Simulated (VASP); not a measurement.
Elastic constants (GPa) of a crystal from PBEsol GGA, VASP's PBE PAW potentials (set 64) (VASP):

```json
[
 {"": "xx", "xx": "849.0", "yy": "198.1", "zz": "1.6", "yz": "0.0", "xz": "0.0", "xy": "0.0"},
 {"": "yy", "xx": "198.1", "yy": "849.0", "zz": "1.6", "yz": "0.0", "xz": "0.0", "xy": "0.0"},
 {"": "zz", "xx": "1.6", "yy": "1.6", "zz": "14.1", "yz": "0.0", "xz": "0.0", "xy": "0.0"},
 {"": "yz", "xx": "0.0", "yy": "0.0", "zz": "0.0", "yz": "3.7", "xz": "0.0", "xy": "0.0"},
 {"": "xz", "xx": "0.0", "yy": "0.0", "zz": "0.0", "yz": "0.0", "xz": "3.7", "xy": "0.0"},
 {"": "xy", "xx": "0.0", "yy": "0.0", "zz": "0.0", "yz": "0.0", "xz": "0.0", "xy": "325.4"}
]
```

Without a dispersion term in the relaxation, distances and binding between the weakly bound layers, chains or molecules are unreliable, and so is what depends on them.

Work out the Voigt, Reuss and Hill moduli, Young's modulus and Poisson's ratio.

All eigenvalues are positive (smallest 3.7 GPa), so the crystal is stable. K_V = (C11+C22+C33+2(C12+C13+C23))/9 = (1712.1 + 2×201.3)/9 = 235.0 GPa; G_V = (1712.1 − 201.3 + 3×332.8)/15 = 167.3 GPa. From the compliances, K_R = 13.8 GPa and G_R = 7.8 GPa. Hill: K = 124.4 GPa, G = 87.5 GPa, E = 9KG/(3K+G) = 212.7 GPa, ν = (3K−2G)/(2(3K+G)) = 0.215. K/G = 1.42, below Pugh's 1.75; universal anisotropy A^U = 118.45.

With a density of 2.21 g/cm³, what are the mean sound speeds?

v_l = √((K+4G/3)/ρ) = 10.45 km/s and v_t = √(G/ρ) = 6.30 km/s. The crystal is BN (hex), hexagonal.

The compound is BN in the hex structure. It was relaxed first.
